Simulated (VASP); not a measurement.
An input for Ansatz (written as the equivalent of a VASP run, and not itself run):

Ansatz 0.2 input:
```yaml
crystal:
  lattice:
    - [0.0000000, 2.4296392, 2.4296392]
    - [2.4296392, 0.0000000, 2.4296392]
    - [2.4296392, 2.4296392, 0.0000000]
  atoms:
    - { symbol: B, position: [0.0000000, 0.0000000, 0.0000000] }
    - { symbol: As, position: [0.2500000, 0.2500000, 0.2500000] }
kpoints:
  mp_grid: { grid: [10, 10, 10] }
hamiltonian:
  xc: pbe
  dispersion: d4
  pseudopotentials: { kind: paw }
scf:
  occupations: { method: gaussian, width: 0.05 }
  max_iter: 100
output: { forces: true, stress: true, eigenvalues: true }
```

**Question.** Translate this input to VASP (INCAR, KPOINTS, POSCAR, choice of POTCAR).

**Answer.** This is not unique; one that fits is 
### KPOINTS
```
Regular mesh
0
gamma
 10 10 10
```

**INCAR**
```
SYSTEM = BAs
PREC = Accurate; ENCUT = 520; LREAL = .FALSE.
LASPH = .TRUE.
EDIFF = 1E-7; NELM = 100; ALGO = Normal
LMAXMIX = 4
ISMEAR = 0; SIGMA = 0.05
GGA = PE; IVDW = 13
ISIF = 2
LWAVE = .FALSE.; LCHARG = .FALSE.
```

POSCAR:
```
BAs
1
    0.0000000000     2.4296391521     2.4296391521
    2.4296391521     0.0000000000     2.4296391521
    2.4296391521     2.4296391521     0.0000000000
B As
1 1
Direct
  0.0000000000   0.0000000000   0.0000000000
  0.2500000000   0.2500000000   0.2500000000
```

POTCAR, in this order: B As (PBE.64 set). Program: vasp_std.

What does not carry over: each code has its own PAW files, so the cut-off isn't converted (ENCUT is set for VASP's; basis.ecutwfc is left out, and Ansatz then takes the one that its files recommend); Ansatz stops its SCF on the density residual and VASP on the energy change (EDIFF).

The compound is BAs in the zinc blende structure. This cell is one point of a volume scan, at 1.06 of the reference volume.
